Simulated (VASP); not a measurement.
```xyz
2
Lattice="0.0000 3.0114 3.0114 3.0114 0.0000 3.0114 3.0114 3.0114 0.0000" Properties=species:S:1:pos:R:3 pbc="T T T"
Au     4.5170     4.5170     4.5170
Au     3.0114     3.0114     3.0114
```

Method: PBEsol GGA with spin-orbit coupling, VASP's PBE PAW potentials (set 64) (plane waves; VASP). Settings: 400 eV cut-off, 10×10×10 Γ-centred mesh, Gaussian smearing of 0.050 eV, potentials Au.

Give the energies of bands 13 to 26 at the high-symmetry points, in eV from the Fermi level.

```tsv
band	Γ	X	U	L	W
13	-2.42	-2.81	-2.77	-2.10	-2.89
14	-2.42	-2.81	-2.77	-2.10	-2.89
15	-2.42	-2.81	-2.69	-1.96	-2.82
16	-2.42	-2.81	-2.69	-1.96	-2.82
17	-1.95	-1.13	-1.17	-1.38	-1.09
18	-1.95	-1.13	-1.17	-1.38	-1.09
19	-1.13	-1.13	-0.80	-1.24	-0.73
20	-1.13	-1.13	-0.80	-1.24	-0.73
21	-1.13	0.35	0.05	-1.06	0.30
22	-1.13	0.35	0.05	-1.06	0.30
23	8.35	0.35	0.41	-0.23	0.32
24	8.35	0.35	0.41	-0.23	0.32
25	8.96	3.62	2.15	6.20	2.58
26	8.96	3.62	2.15	6.20	2.58
```

It has no gap at this level: it comes out as a metal or semimetal.

The structure was generated: Au was put into the diamond type (Fd-3m), which need not be its known phase. It was relaxed first, which changed the volume by +13 %.
